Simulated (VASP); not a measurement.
Shape and ions are relaxed at each volume.

Energy against volume of TiO2 (anatase). Calculation: PBE GGA with D3 dispersion (zero damping), VASP's PBE PAW potentials (set 64) (plane waves; VASP 6.6.1).

```csv
V (Å³/atom),E (eV/atom)
10.828,-9.11686
11.174,-9.13554
11.519,-9.14196
11.865,-9.13719
12.210,-9.12240
```

Fit a third-order Birch-Murnaghan equation of state.

| Item | Result |
|---|---|
| volume per atom | 11.54 Å³/atom |
| bulk modulus | 171 GPa |
| pressure derivative of the bulk modulus | 2.37 |

The compound is TiO2 in the anatase structure, one of several forms; rutile is the usual stable one. It was relaxed first.
